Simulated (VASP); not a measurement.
Here is a VASP 6.6.1 calculation.

The input INCAR:

```
SYSTEM = Mn3Zn
PREC = Accurate
ENCUT = 520
EDIFF = 1E-6
ISMEAR = 1
SIGMA = 0.1
LREAL = .FALSE.
LASPH = .TRUE.
NELM = 150
ALGO = Normal
ISIF = 2
LWAVE = .FALSE.
LCHARG = .FALSE.
ISPIN = 2
MAGMOM = 1.13 1.13 1.63 0
LORBIT = 11
LMAXMIX = 4
GGA = PE
NBANDS = 38
```

File KPOINTS:

```
regular mesh
0
G
  6 6 6
  0 0 0
```

The input POSCAR:

```
Mn3Zn
1.0
   -1.7544100000      1.7544100000      3.8217990000
    1.7544100000     -1.7544100000      3.8217990000
    1.7544100000      1.7544100000     -3.8217990000
Mn Zn
3 1
Direct
    0.7500000000      0.2500000000      0.5000000000
    0.2500000000      0.7500000000      0.5000000000
    0.5000000000      0.5000000000      0.0000000000
    0.0000000000      0.0000000000      0.0000000000
```

Potentials or basis: VASP PAW PBE potentials, release 64 (Mn_pv, Zn).

Command:

```sh
$ cat potpaw_PBE.64/Mn_pv/POTCAR potpaw_PBE.64/Zn/POTCAR > POTCAR
$ mpirun -np 1 vasp_std > vasp.out
```

Task: Predict the pressure.

Result: -1.0 GPa.

Task: Predict the band gap on the k mesh.

Result: None (metal or under the smearing width).

Stress tensor (GPa, compression positive):
```
-1.32  0.00  0.00
 0.00 -1.32  0.00
 0.00  0.00 -0.20
```

Caveat: the k mesh is coarse (spacing up to 0.42 Å⁻¹), so the values aren't converged.
